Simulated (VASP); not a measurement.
All values below come from PBE GGA with D3 dispersion (Becke-Johnson damping), VASP's PBE PAW potentials (set 64) (plane waves; VASP).

The input files of a VASP run:

**KPOINTS**
```
K-points
0
G
 14 14 14
0 0 0
```

### INCAR
```
# general
SYSTEM  = Au
PREC    = Accurate
ENCUT   = 520   # plane-wave cut-off (eV)
LREAL   = .FALSE.   # projection in real space or not
LASPH   = .TRUE.   # aspherical one-centre terms

# electronic loop
EDIFF   = 1E-6
NELM    = 100   # most electronic steps
ALGO    = Normal
LMAXMIX = 6

# smearing
ISMEAR  = 1
SIGMA   = 0.1   # width (eV)

# functional
GGA     = PE   # PBE
IVDW    = 12

# ions
IBRION  = 2
NSW     = 60   # most ionic steps
ISIF    = 3
EDIFFG  = -0.01

# output
LWAVE   = .FALSE.
LCHARG  = .FALSE.
```

POSCAR:
```
Au
1
    0.0000000000     2.0400000000     2.0400000000
    2.0400000000     0.0000000000     2.0400000000
    2.0400000000     2.0400000000     0.0000000000
Au
1
Direct
  0.0000000000   0.0000000000   0.0000000000
```

POTCAR, in this order: Au (PBE.64 set). Program: vasp_std.

Unless said otherwise, spin-orbit coupling is left out, though it shifts the bands of the heavy elements here.

### Question
Predict the energy per atom (σ→0), dispersion energy, volume per atom, band gap (on the k-mesh).

### Answer

| Property | Result |
|---|---|
| energy per atom (σ→0) | -3.862 eV/atom |
| dispersion energy | -0.658 eV |
| band gap (on the k-mesh) | none (metal, semimetal or under 0.01 eV) |
| volume per atom | 17.23 Å^3/atom |

**OSZICAR**
```
...
DAV:   1    -0.327220045991E+01   -0.57136E-01   -0.14309E+00  1909   0.134E+01    0.156E+00
DAV:   2    -0.320688240509E+01    0.65318E-01   -0.22144E-01  1886   0.455E+00    0.584E-01
DAV:   3    -0.320399092235E+01    0.28915E-02   -0.14011E-02  1931   0.109E+00    0.431E-01
DAV:   4    -0.320404443561E+01   -0.53513E-04   -0.58354E-04  2014   0.211E-01    0.488E-02
DAV:   5    -0.320403730113E+01    0.71345E-05   -0.85475E-06  1931   0.324E-02    0.477E-03
DAV:   6    -0.320403924291E+01   -0.19418E-05   -0.43330E-07  1368   0.622E-03    0.635E-04
DAV:   7    -0.320403931724E+01   -0.74331E-07   -0.24237E-08   942   0.165E-03
   3 F= -.38621845E+01 E0= -.38623565E+01  d E =-.185804E-02
```

The compound is Au in the fcc structure. This run relaxes it. Symmetry was kept, so distortions that lower it aren't found.
